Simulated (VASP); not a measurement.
AlN (zinc blende) at five volumes. Calculation: RPA correlation on PBE orbitals, VASP's PBE PAW potentials (set 64) (plane waves; VASP). Run with 500 eV cut-off, 4×4×4 Γ-centred mesh, Gaussian smearing of 0.010 eV, potentials Al_GW N_GW_new.

The mesh is coarse, so the correlation energy is not converged in k-points.

```
V (Å³/atom)  EXX (eV/atom)  RPA correlation (eV/atom)
-----------  -------------  -------------------------
9.663             -12.8783                    -6.5677
10.083            -12.9043                    -6.5817
10.503            -12.9027                    -6.5977
10.924            -12.8780                    -6.6145
11.344            -12.8341                    -6.6320
```

**Question.** Add the two parts and fit a third-order Birch-Murnaghan equation of state.

**Answer.** The totals are -19.4461, -19.4860, -19.5005, -19.4925, -19.4661 eV/atom, with V0 = 10.56 Å³/atom and B0 = 206 GPa.

The compound is AlN in the zinc blende structure, a metastable form; wurtzite is the usual one.
